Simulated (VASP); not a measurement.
VASP input:

File KPOINTS:
```
Automatic mesh
0
Gamma
10 10 10
0 0 0
```

**INCAR**
```
SYSTEM = BAs
PREC = Accurate
ENCUT = 600
EDIFF = 1E-7
NELM = 100
ALGO = Normal
LREAL = .FALSE.
LASPH = .TRUE.
ISMEAR = 0
SIGMA = 0.05
GGA = PS
LMAXMIX = 4
LWAVE = .FALSE.
LCHARG = .FALSE.
ISIF = 2
IBRION = 2
NSW = 30
EDIFFG = -0.01
```

POSCAR:
```
BAs
1.0
  0.0000000000   2.3649152903   2.3649152903
  2.3649152903   0.0000000000   2.3649152903
  2.3649152903   2.3649152903   0.0000000000
B As
1 1
Cart
  0.0000000000   0.0000000000   0.0000000000
  1.1824576451   1.1824576451   1.1824576451
```

POTCAR, in this order: B As (PBE.64 set). Program: vasp_std.

**Question.** Write an equivalent input for Quantum ESPRESSO's pw.x.

**Answer.** One equivalent input (not run):
```
&CONTROL
  calculation = 'relax'
  pseudo_dir = './pseudo'
  outdir = './out'
  tprnfor = .true.
  tstress = .true.
  nstep = 30
  forc_conv_thr = 0.00039
/
&SYSTEM
  ibrav = 0
  nat = 2
  ntyp = 2
  ecutwfc = 84
  occupations = 'smearing'
  smearing = 'gaussian'
  degauss = 0.003675
  input_dft = 'pbesol'
/
&ELECTRONS
  conv_thr = 7.3e-09
  electron_maxstep = 100
/
&IONS
/
ATOMIC_SPECIES
  B 10.810 B.upf
  As 74.922 As.upf
CELL_PARAMETERS angstrom
     0.0000000    2.3649153    2.3649153
     2.3649153    0.0000000    2.3649153
     2.3649153    2.3649153    0.0000000
ATOMIC_POSITIONS crystal
  B    0.0000000  0.0000000  0.0000000
  As   0.2500000  0.2500000  0.2500000
K_POINTS automatic
  10 10 10 0 0 0
```
Limits of the translation: the potentials are each code's own (VASP's PAW set, PseudoDojo norm-conserving files in pw.x), so ENCUT and ecutwfc are chosen apart and not converted; conv_thr bounds pw.x's estimated SCF error, while EDIFF bounds the energy change between steps; forc_conv_thr acts on force components and is met together with etot_conv_thr.

The compound is BAs in the zinc blende structure. This cell was strained or had an atom moved on purpose.
